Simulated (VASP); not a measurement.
## Y on the Ni site in Ni

Wanted: what Y on the Ni site costs in Ni and how the lattice relaxes round it.

Main program and level: VASP 6.6.1; PBEsol, spin-polarised from a ferromagnetic start (one magnetic atom a cell); plane waves and PAW (Ni), in the first sound run; inputs show where later runs differ.

## 1. The host crystal

The structure is cubic, space group Fm-3m (No. 225). The conventional cell has a = 3.457 Å, b = 3.457 Å, c = 3.457 Å, α = 90.00°, β = 90.00°, γ = 90.00°. Nearest to Ni lie 12 Ni at 2.44 Å.

Coordinates:

```
Ni
1.0
     0.00000    1.72858    1.72858
     1.72858    0.00000    1.72858
     1.72858    1.72858    0.00000
Ni
1
Direct
  0.00000 0.00000 0.00000
```

## 2. Relax the host again, on a new basis

The volume changed by more than 5 %, so the plane waves of the start no longer fit; a second relaxation removes that error.

Input file INCAR:

```
SYSTEM = Ni
PREC = Accurate
ENCUT = 360
EDIFF = 1E-06
NELM = 120
ISMEAR = 1
SIGMA = 0.15
LREAL = .FALSE.
ALGO = Normal
GGA = PS
NBANDS = 12
ISPIN = 2
MAGMOM = 1
LASPH = .TRUE.
LMAXMIX = 4
LORBIT = 11
LWAVE = .FALSE.
LCHARG = .FALSE.
KPAR = 8
IBRION = 2
NSW = 30
ISIF = 3
EDIFFG = -0.02
POTIM = 0.4
```

Input file POSCAR:

```
Ni
1.0
    0.0000000000      1.7285774867      1.7285774867
    1.7285774867      0.0000000000      1.7285774867
    1.7285774867      1.7285774867      0.0000000000
Ni
1
Direct
    0.0000000000      0.0000000000      0.0000000000
```

Input file KPOINTS:

```
Automatic mesh
0
Gamma
16 16 16
0 0 0
```

PAW data sets: Ni (PBE family, release 64).

Started as:

```sh
> mpirun -np 8 vasp_std
```

The log of the run:

```text
[banner, memory and clock lines left out]
running    8 mpi-ranks, on    1 nodes
 distrk:  each k-point on    1 cores,    8 groups
 distr:  one band on    1 cores,    1 groups

 POSCAR found type information on POSCAR Ni
 POSCAR found :  1 types and       1 ions
|                                                                             |
|           W    W    AA    RRRRR   N    N  II  N    N   GGGG   !!!           |
|           W    W   A  A   R    R  NN   N  II  NN   N  G    G  !!!           |
|           W    W  A    A  R    R  N N  N  II  N N  N  G       !!!           |
|           W WW W  AAAAAA  RRRRR   N  N N  II  N  N N  G  GGG   !            |
|           WW  WW  A    A  R   R   N   NN  II  N   NN  G    G                |
|           W    W  A    A  R    R  N    N  II  N    N   GGGG   !!!           |
|                                                                             |
|     For optimal performance we recommend to set                             |
|       NCORE = 2 up to number-of-cores-per-socket                            |
|     NCORE specifies how many cores store one orbital (NPAR=cpu/NCORE).      |
|     This setting can greatly improve the performance of VASP for DFT.       |
|     The default, NCORE=1 might be grossly inefficient on modern             |
|     multi-core architectures or massively parallel machines. Do your        |
|     Unfortunately you need to use the default for GW and RPA                |
|     calculations (for HF NCORE is supported but not extensively tested      |
|     yet).                                                                   |
|                                                                             |

|                                                                             |
|               ----> ADVICE to this user running VASP <----                  |
|                                                                             |
|     You enforced a specific xc type in the INCAR file but a different       |
|     [... a line on the potential file left out ...]
|     I HOPE YOU KNOW WHAT YOU ARE DOING!                                     |
|                                                                             |

 LDA part: xc-table for (Slater+PW92), standard interpolation
 POSCAR, INCAR and KPOINTS ok, starting setup
 FFT: planning ... GRIDC
 FFT: planning ... GRID_SOFT
 FFT: planning ... GRID
 WAVECAR not read
 entering main loop
       N       E                     dE             d eps       ncg     rms          rms(c)
DAV:   1     0.220291201059E+02    0.22029E+02   -0.35650E+03  7464   0.822E+02
DAV:   2    -0.663966192513E+01   -0.28669E+02   -0.26887E+02  7504   0.143E+02
DAV:   3    -0.733355062689E+01   -0.69389E+00   -0.69160E+00  7924   0.250E+01
DAV:   4    -0.733848036571E+01   -0.49297E-02   -0.49291E-02  8092   0.184E+00
DAV:   5    -0.733856852617E+01   -0.88160E-04   -0.88160E-04  8132   0.234E-01    0.111E+01
DAV:   6    -0.648470160088E+01    0.85387E+00   -0.15456E+01  8804   0.528E+01    0.596E+00
DAV:   7    -0.616265530034E+01    0.32205E+00   -0.24637E+00  8772   0.194E+01    0.200E+00
DAV:   8    -0.614470870595E+01    0.17947E-01   -0.20482E-02  9500   0.117E+00    0.100E+00
DAV:   9    -0.614196452878E+01    0.27442E-02   -0.14009E-03 10432   0.260E-01    0.295E-01
DAV:  10    -0.614116134774E+01    0.80318E-03   -0.88979E-04 10168   0.188E-01    0.394E-02
DAV:  11    -0.614116398607E+01   -0.26383E-05   -0.91362E-06  8412   0.264E-02    0.232E-02
DAV:  12    -0.614116484587E+01   -0.85980E-06   -0.21294E-06  5820   0.107E-02
   1 F= -.61411648E+01 E0= -.61413110E+01  d E =-.614116E+01  mag=     0.5823
 curvature:   0.00 expect dE= 0.000E+00 dE for cont linesearch  0.000E+00
 trial: gam= 0.00000 g(F)=  0.704E-64 g(S)=  0.212E-04 ort = 0.000E+00 (trialstep = 0.100E+01)
 search vector abs. value=  0.212E-04
 reached required accuracy - stopping structural energy minimisation
```

Elapsed: 2.8 s, on 8 MPI ranks of AMD EPYC 9R45, shared host; peak memory 0.8 GiB; 16 s of CPU time.

The logs omit lines about the potential files and the build; timing stands in the text.

OUTCAR, selected parts (step 2):

```text
ion  position               nearest neighbor table
   1  0.000  0.000  0.000-

  LATTYP: Found a face centered cubic cell.
 ALAT       =     3.4571549734

 Subroutine GETGRP returns: Found 48 space group operations
 (whereof 48 operations were pure point group operations)

The static configuration has the point symmetry O_h .

 Found    145 irreducible k-points:

   k-points           NKPTS =    145   k-points in BZ     NKDIM =    145   number of bands    NBANDS=     12

   dimension x,y,z NGX =    16 NGY =   16 NGZ =   16
   dimension x,y,z NGXF=    32 NGYF=   32 NGZF=   32

   ENCUT  =  360.0 eV  26.46 Ry    5.14 a.u.   3.78  3.78  3.78*2*pi/ulx,y,z

   NELECT =      10.0000    total number of electrons

 k-points in reciprocal lattice and weights: Automatic mesh
   0.00000000  0.00000000  0.00000000       0.000
   0.06250000  0.00000000  0.00000000       0.002
   0.12500000  0.00000000  0.00000000       0.002
   0.18750000  0.00000000  0.00000000       0.002
   0.25000000  0.00000000  0.00000000       0.002
   0.31250000  0.00000000  0.00000000       0.002
   0.37500000  0.00000000  0.00000000       0.002
   0.43750000  0.00000000  0.00000000       0.002
   0.50000000  0.00000000  0.00000000       0.001
[...]
-0.31250000  0.50000000  0.18750000       0.003
  -0.25000000  0.50000000  0.25000000       0.001

 average (electrostatic) potential at core
       1 -81.2133

 E-fermi :   9.9534

 spin component 1
 k-point     1 :       0.0000    0.0000    0.0000
  band No.  band energies     occupation
    ...
      2       7.4093      1.00000
      3       7.4093      1.00000
      4       7.4093      1.00000
      5       8.6726      1.00000
      6       8.6726      1.00000
      7      34.0774      0.00000
      8      38.3280      0.00000
      9      38.3280      0.00000
     10      38.3280      0.00000
     11      41.4364      0.00000
    ...

 k-point     2 :       0.0625    0.0000    0.0000
  band No.  band energies     occupation
    ...
      2       7.3658      1.00000
      3       7.4463      1.00000
      4       7.4463      1.00000
      5       8.6566      1.00000
      6       8.6566      1.00000
      7      33.6157      0.00000
      8      36.4697      0.00000
      9      37.9822      0.00000
     10      37.9822      0.00000
     11      41.9522      0.00000
    ...

 k-point     3 :       0.1250    0.0000    0.0000
  band No.  band energies     occupation
    ...
      2       7.2516      1.00000
      3       7.5394      1.00000
      4       7.5394      1.00000
      5       8.6261      1.00000
      6       8.6261      1.00000
      7      31.3336      0.00000
      8      35.2447      0.00000
      9      37.3312      0.00000
     10      37.3312      0.00000
     11      42.4963      0.00000
    ...

 k-point     4 :       0.1875    0.0000    0.0000
  band No.  band energies     occupation
    ...
      2       7.1153      1.00000
      3       7.6318      1.00000
      4       7.6318      1.00000
      5       8.6353      1.00000
      6       8.6353      1.00000
      7      28.1078      0.00000
      8      34.7795      0.00000
      9      36.7172      0.00000
     10      36.7172      0.00000
     11      42.5258      0.00000
    ...

 k-point     5 :       0.2500    0.0000    0.0000
  band No.  band energies     occupation
    ...
      2       7.0490      1.00000
      3       7.6516      1.00000
      4       7.6516      1.00000
      5       8.7476      1.00000
      6       8.7477      1.00000
      7      24.8732      0.00000
      8      34.2372      0.00000
      9      36.2250      0.00000
     10      36.2250      0.00000
     11      41.8982      0.00000
    ...

 k-point     6 :       0.3125    0.0000    0.0000
  band No.  band energies     occupation
    ...
      2       7.2262      1.00000
      3       7.5927      1.00000
      4       7.5927      1.00000
      5       8.9531      1.00000
      6       8.9531      1.00000
      7      21.8251      0.00000
      8      33.6138      0.00000
      9      35.8660      0.00000
     10      35.8660      0.00000
     11      40.4914      0.00000
    ...

  Total        0.0135257      0.0135257      0.0135257      0.0000000      0.0000000     -0.0000000
  in kB        2.0978453      2.0978453      2.0978453      0.0000000      0.0000000     -0.0000000
  external PRESSURE =       2.0978453 kB  Pullay stress =       0.0000000 kB

  energy-cutoff  :      360.00
  volume of cell :       10.33
      direct lattice vectors                 reciprocal lattice vectors
     0.000000000  1.728577487  1.728577487    -0.289255185  0.289255185  0.289255185
     1.728577487  0.000000000  1.728577487     0.289255185 -0.289255185  0.289255185
     1.728577487  1.728577487  0.000000000     0.289255185  0.289255185 -0.289255185

 POSITION                                       TOTAL-FORCE (eV/Angst)
 -----------------------------------------------------------------------------------
      0.00000      0.00000      0.00000        -0.000000     -0.000000     -0.000000
 -----------------------------------------------------------------------------------
    total drift:                                0.000000      0.000000      0.000000

  FREE ENERGIE OF THE ION-ELECTRON SYSTEM (eV)
  ---------------------------------------------------
  free  energy   TOTEN  =        -6.1411648459 eV

  energy  without entropy=       -6.1416032571  energy(sigma->0) =       -6.14131098

 reached required accuracy - stopping structural energy minimisation

 total charge
# of ion       s       p       d       tot
------------------------------------------
    1        0.523   0.551   8.330   9.404

 magnetization (x)
# of ion       s       p       d       tot
------------------------------------------
    1       -0.007  -0.024   0.618   0.588

[... 6 further parts left out ...]
```

The cell holds one magnetic atom, so no antiferromagnetic order fits into it. The PAW data sets were made with PBE, which is usual practice but a small mismatch for other functionals. The run keeps the 48 symmetry operations of its start, so it cannot find a distortion of lower symmetry.

Little changed from the start: no atom moved by 0.005 Å and no cell edge by 0.1 %.

This step gave:

```yaml
electronic_cycles: 12
electrons: 10
free_energy_toten: -6.141 eV
energy_at_zero_smearing: -6.141 eV
fermi_energy: 9.953 eV
moment_of_the_cell_from_the_last_line_of_the_log: 0.5823 μB
labelled_metallic_from_the_levels_on_this_mesh: yes
```

Spin moment in the PAW sphere by atom:

```csv
atom,spin moment in the PAW sphere (μB)
Ni1,0.588
```

The start already met the threshold, so nothing moved.

[end of part 1 of 4]

[Lines on the potential files, build, host, timing and source positions are cut from VASP's logs without a mark.]

[Logs are printed without paths, hosts, clocks, repeated set-up lines and the standing remarks that a program may print on its own settings, such as how far it seeks lower states.]

[Hosts, paths, dates, database ids (printed as entryN), source tags and the programs' standing remarks are cut or masked in the printed files.]

[In band tables of VASP the shares of atoms and orbitals are scaled to a sum of 1 inside the atoms' spheres.]

[Runs that stopped without an error message from VASP are left out.]
